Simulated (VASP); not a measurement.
A run of VASP 6.6.1:

The input INCAR:

```
PREC     = Accurate       # precision mode
ENCUT    = 520            # plane-wave cutoff, eV
EDIFF    = 1E-6           # SCF threshold, eV
ISMEAR   = -1             # smearing method
SIGMA    = 0.05           # smearing width, eV
LREAL    = False          # projectors in reciprocal space
LASPH    = True           # aspherical terms in the spheres
NELM     = 60             # most SCF steps
ALGO     = Normal         # electronic algorithm
ISIF     = 2              # what is computed and relaxed
LWAVE    = False          # write WAVECAR
LCHARG   = False          # write CHGCAR
NBANDS   = 16             # bands
```

File KPOINTS:

```
regular mesh
0
Gamma
  14 14 5
```

File POSCAR:

```
C
1.0
    2.4449956252      0.0000000000      0.0000000000
   -1.2224978126      2.1174283235      0.0000000000
    0.0000000000      0.0000000000      6.6097685413
C
4
Direct
    0.0000000000      0.0000000000      0.2500000000
    1.0000000000      1.0000000000      0.7500000000
    0.3333333333      0.6666666667      0.2500000000
    0.6666666667      0.3333333333      0.7500000000
```

Potentials or basis: VASP PAW LDA potentials, release 64 (C).

Command:

```sh
$ cat potpaw_LDA.64/C/POTCAR > POTCAR
$ mpirun -np 1 vasp_std > vasp.out
```

Hardware: 1 thread of Intel(R) Xeon(R) 6975P-C (Granite Rapids), on a shared host.

Problem. Estimate the wall time of this run.

Solution. Wall time 12 s on 1 thread of Intel(R) Xeon(R) 6975P-C (Granite Rapids), with other jobs on the host, peak memory 0.14 GiB. Counts: scf iterations 12, k points 72.
